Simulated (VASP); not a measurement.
**BeCdO2: relaxation of cell and atoms with PBE**

The system is BeCdO2.

```
Be Cd O
1.0
     3.19558    0.00000    0.00000
    -1.59779    2.76746    0.00000
     0.00000    0.00000    6.77171
Be Cd O
1 1 2
Direct
  0.00000 0.00000 0.20388
  0.00000 0.00000 0.69941
  0.33333 0.66667 0.31345
  0.66667 0.33333 0.31345
```

The cell was built by a generator and needn't be a form met in nature.

* Program: VASP 6.6.1
* Task: relaxation of cell and atoms
* Functional: PBE
* Potentials or basis: VASP PAW PBE potentials, release 64 (Be, Cd, O)
* Cutoff: 520 eV
* k mesh: 6 × 6 × 3
* Occupations: gaussian, width 0.15 eV
* Spin: no spin polarisation
* Further INCAR settings: PREC = Normal; ALGO = Fast; EDIFF = 0.0001; IBRION = 2; EDIFFG = -0.08; NSW = 24; ISIF = 3

The relaxed volume is 16.15 Å³/atom, the relaxed cell is a = 3.332 Å, b = 3.332 Å, c = 6.719 Å, α = 90.00°, β = 90.00°, γ = 120.00° and the space group after relaxing (to 0.05 Å) is P6mm (No. 183). The energy gained by relaxing is 363.2 meV/atom, the ionic steps are 15 and the pressure after relaxing is 0.4 GPa. The largest force after relaxing is 0.008 eV/Å and the band gap on the k mesh is none (metal or under the smearing width).

Forces on the atoms (eV/Å):
```
Be   0.000  0.000  0.006
Cd   0.000  0.000  0.008
O    0.000  0.000 -0.007
O    0.000  0.000 -0.007
```

Stress tensor (GPa, compression positive):
```
 0.67  0.00  0.00
 0.00  0.67  0.00
 0.00  0.00 -0.20
```

Step by step:
| step | energy change (eV) | largest force (eV/Å) | pressure (GPa) | volume (Å³) |
| --- | --- | --- | --- | --- |
| 1 | 0.0000 | 3.0561 | 4.86 | 59.89 |
| 2 | -0.9484 | 1.9386 | -3.29 | 63.67 |
| 3 | -1.0439 | 1.4182 | -5.31 | 65.01 |
| 4 | -1.3040 | 0.5617 | -0.47 | 60.57 |
| 5 | -1.3312 | 0.4526 | 1.90 | 58.81 |
| 6 | -1.3313 | 0.4549 | 2.28 | 58.64 |
| 7 | -1.3741 | 0.3937 | 1.04 | 59.83 |
| 8 | -1.3977 | 0.3233 | -0.76 | 61.63 |
| 9 | -1.4249 | 0.3321 | 0.95 | 61.62 |
| 10 | -1.4265 | 0.3520 | 1.37 | 61.60 |
| 11 | -1.4469 | 0.2152 | 0.02 | 63.56 |
| 12 | -1.4496 | 0.1688 | -0.26 | 64.25 |
| 13 | -1.4496 | 0.0850 | -1.07 | 65.65 |
| 14 | -1.4505 | 0.1258 | -0.68 | 64.95 |
| 15 | -1.4530 | 0.0081 | 0.38 | 64.61 |

Final structure:
```
Be Cd O
1.0
     3.33225    0.00000    0.00000
    -1.66612    2.88581    0.00000
     0.00000    0.00000    6.71901
Be Cd O
1 1 2
Direct
  0.00000 0.00000 0.26208
  0.00000 0.00000 0.73994
  0.33333 0.66667 0.26408
  0.66667 0.33333 0.26408
```

Levels at points of the mesh, in eV from the Fermi level:
| k point | band 9 | band 10 | band 11 | band 12 | band 13 | band 14 | band 15 | band 16 | band 17 |
| --- | --- | --- | --- | --- | --- | --- | --- | --- | --- |
| (0.00, 0.00, 0.00) | -5.13 | -5.13 | -4.81 | -1.74 | -1.74 | 0.15 | 1.92 | 4.71 | 8.76 |
| (0.50, 0.00, 0.00) | -5.23 | -3.04 | -1.83 | -0.09 | 0.04 | 0.36 | 1.55 | 3.34 | 7.42 |

Run time: 51 s on 1 thread of Intel(R) Xeon(R) Platinum 8488C (Sapphire Rapids), on a shared host, peak memory 0.14 GiB.

Caveat: the k mesh is coarse (spacing up to 0.38 Å⁻¹), so the values aren't converged; the relaxation stopped at a loose force limit of 0.08 eV/Å, so its end isn't a converged minimum.
